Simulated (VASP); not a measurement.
Method: r2SCAN+rVV10, VASP's PBE PAW potentials (set 64) (plane waves; VASP).

VASP input:

**INCAR**
```
ALGO = Normal
BPARAM = 11.95
CPARAM = 0.0093
EDIFF = 1E-6
EDIFFG = -0.02
ENCUT = 520
IBRION = 2
ISIF = 3
ISMEAR = 0
LASPH = .TRUE.
LCHARG = .FALSE.
LMAXMIX = 4
LMIXTAU = .TRUE.
LREAL = .FALSE.
LUSE_VDW = .TRUE.
LWAVE = .FALSE.
METAGGA = R2SCAN
NELM = 100
NSW = 60
PREC = Accurate
SIGMA = 0.05
SYSTEM = CsPbBr3
```

POSCAR:
```
CsPbBr3
1.0
  5.8912461875   0.0000000000   0.0000000000
  0.0000000000   5.8912461875   0.0000000000
  0.0000000000   0.0000000000   5.8912461875
Cs Pb Br
1 1 3
Cartesian
  0.0000000000   0.0000000000   0.0000000000
  2.9456230938   2.9456230938   2.9456230938
  2.9456230938   0.0000000000   2.9456230938
  0.0000000000   2.9456230938   2.9456230938
  2.9456230938   2.9456230938   0.0000000000
```

File KPOINTS:
```
Automatic mesh
0
Gamma
4 4 4
0 0 0
```

POTCAR, in this order: Cs_sv Pb_d Br (PBE.64 set). Program: vasp_std.

The run wrote:

File OSZICAR:
```
       N       E                     dE             d eps       ncg     rms          rms(c)
DAV:   1     0.288801423641E+03    0.28880E+03   -0.19085E+04   520   0.152E+03
DAV:   2    -0.856801817048E+02   -0.37448E+03   -0.36578E+03   646   0.340E+02
DAV:   3    -0.134929462812E+03   -0.49249E+02   -0.48135E+02   602   0.128E+02
DAV:   4    -0.137008335453E+03   -0.20789E+01   -0.20702E+01   704   0.344E+01
DAV:   5    -0.137056203000E+03   -0.47868E-01   -0.47785E-01   638   0.437E+00    0.383E+00
DAV:   6    -0.131027794299E+03    0.60284E+01   -0.29628E+00   674   0.286E+01    0.295E+00
DAV:   7    -0.125557617081E+03    0.54702E+01   -0.16022E+00   550   0.815E+00    0.138E+00
DAV:   8    -0.126519066674E+03   -0.96145E+00   -0.59728E-01   646   0.485E+00    0.614E-01
DAV:   9    -0.126642576101E+03   -0.12351E+00   -0.38072E-01   526   0.455E+00    0.623E-01
DAV:  10    -0.126871573078E+03   -0.22900E+00   -0.20671E-01   556   0.388E+00    0.196E-01
DAV:  11    -0.126937351868E+03   -0.65779E-01   -0.17882E-01   530   0.373E+00    0.287E-01
DAV:  12    -0.126931355710E+03    0.59962E-02   -0.15955E-02   600   0.104E+00    0.192E-01
DAV:  13    -0.126935160795E+03   -0.38051E-02   -0.15938E-02   560   0.112E+00    0.188E-01
DAV:  14    -0.126937899081E+03   -0.27383E-02   -0.66877E-03   556   0.767E-01    0.596E-02
DAV:  15    -0.126938770279E+03   -0.87120E-03   -0.83823E-04   566   0.309E-01    0.404E-02
DAV:  16    -0.126939658761E+03   -0.88848E-03   -0.31280E-04   532   0.184E-01    0.338E-02
DAV:  17    -0.126939735181E+03   -0.76420E-04   -0.27090E-04   550   0.163E-01    0.212E-02
DAV:  18    -0.126939835141E+03   -0.99960E-04   -0.24862E-05   634   0.454E-02    0.973E-03
DAV:  19    -0.126939847389E+03   -0.12249E-04   -0.50842E-06   480   0.244E-02    0.733E-03
DAV:  20    -0.126939876644E+03   -0.29254E-04   -0.11339E-05   580   0.316E-02    0.368E-03
DAV:  21    -0.126939877681E+03   -0.10371E-05   -0.13414E-06   422   0.117E-02    0.435E-03
DAV:  22    -0.126939877582E+03    0.98892E-07   -0.12944E-07   350   0.396E-03
   1 F= -.12693988E+03 E0= -.12693988E+03  d E =-.126940E+03
```

OUTCAR:
```
------------------------ aborting loop because EDIFF is reached ----------------------------------------
  FORCE on cell =-STRESS in cart. coord.  units (eV):
  Direction    XX          YY          ZZ          XY          YZ          ZX
  --------------------------------------------------------------------------------------
  Total        0.0968696      0.0968696      0.0968696     -0.0000000     -0.0000000     -0.0000000
  in kB        0.7590609      0.7590609      0.7590609     -0.0000000     -0.0000000     -0.0000000
  external PRESSURE =       0.7590609 kB  Pullay stress =       0.0000000 kB
  volume of cell :      204.47
      direct lattice vectors                 reciprocal lattice vectors
     5.891246188  0.000000000  0.000000000     0.169743373  0.000000000  0.000000000
     0.000000000  5.891246188  0.000000000     0.000000000  0.169743373  0.000000000
     0.000000000  0.000000000  5.891246188     0.000000000  0.000000000  0.169743373
 POSITION                                       TOTAL-FORCE (eV/Angst)
 -----------------------------------------------------------------------------------
      0.00000      0.00000      0.00000         0.000000      0.000000      0.000000
      2.94562      2.94562      2.94562         0.000000      0.000000      0.000000
      2.94562      0.00000      2.94562         0.000000      0.000000      0.000000
      0.00000      2.94562      2.94562         0.000000      0.000000      0.000000
      2.94562      2.94562      0.00000         0.000000      0.000000      0.000000
 -----------------------------------------------------------------------------------
    total drift:                                0.000000     -0.000000     -0.000000
  FREE ENERGIE OF THE ION-ELECTRON SYSTEM (eV)
  ---------------------------------------------------
  free  energy   TOTEN  =      -126.9398775820 eV

  energy  without entropy=     -126.9398775820  energy(sigma->0) =     -126.93987758

 reached required accuracy - stopping structural energy minimisation
```
(Selected blocks of OUTCAR.)

**OUTCAR**
```
 val. band max:        0.9457865750   @ k =   0.5000   0.5000   0.5000

 cond. band min:       2.8651353964   @ k =   0.5000   0.5000   0.5000


 Fermi energy:         1.1853124607

 k-point     1 :       0.0000    0.0000    0.0000
  band No.  band energies     occupation
      1     -21.1018      2.00000
      2     -16.4848      2.00000
      3     -16.4848      2.00000
      4     -16.3157      2.00000
      5     -16.3157      2.00000
      6     -16.3157      2.00000
      7     -14.3966      2.00000
      8     -13.6655      2.00000
      9     -13.6655      2.00000
     10      -7.5326      2.00000
     11      -7.5326      2.00000
     12      -7.5326      2.00000
     13      -6.0604      2.00000
     14      -3.4792      2.00000
     15      -3.4792      2.00000
     16      -3.4792      2.00000
     17      -1.3231      2.00000
     18      -1.3231      2.00000
     19      -1.3231      2.00000
     20      -1.2057      2.00000
     21      -1.2057      2.00000
     22      -1.2057      2.00000
     23       4.3491      0.00000
     24       5.3533      0.00000
     25       5.3533      0.00000
     26       6.2363      0.00000

 k-point     2 :       0.2500    0.0000    0.0000
  band No.  band energies     occupation
      1     -21.1013      2.00000
      2     -16.4848      2.00000
      3     -16.4515      2.00000
      4     -16.3163      2.00000
      5     -16.3163      2.00000
      6     -16.3157      2.00000
      7     -14.3269      2.00000
      8     -13.7957      2.00000
      9     -13.6645      2.00000
     10      -7.5264      2.00000
     11      -7.5264      2.00000
     12      -7.5263      2.00000
     13      -6.5440      2.00000
     14      -3.4322      2.00000
     15      -3.4322      2.00000
     16      -2.5072      2.00000
     17      -1.3889      2.00000
     18      -1.3888      2.00000
     19      -1.3888      2.00000
     20      -1.2643      2.00000
     21      -1.2643      2.00000
     22      -1.1625      2.00000
...
```

Unless said otherwise, spin-orbit coupling is left out, though it shifts the bands of the heavy elements here.

The compound is CsPbBr3 in the cubic perovskite structure, the ideal cubic form; the compound distorts at low or room temperature. It was relaxed first. The start is the result of an earlier pass.
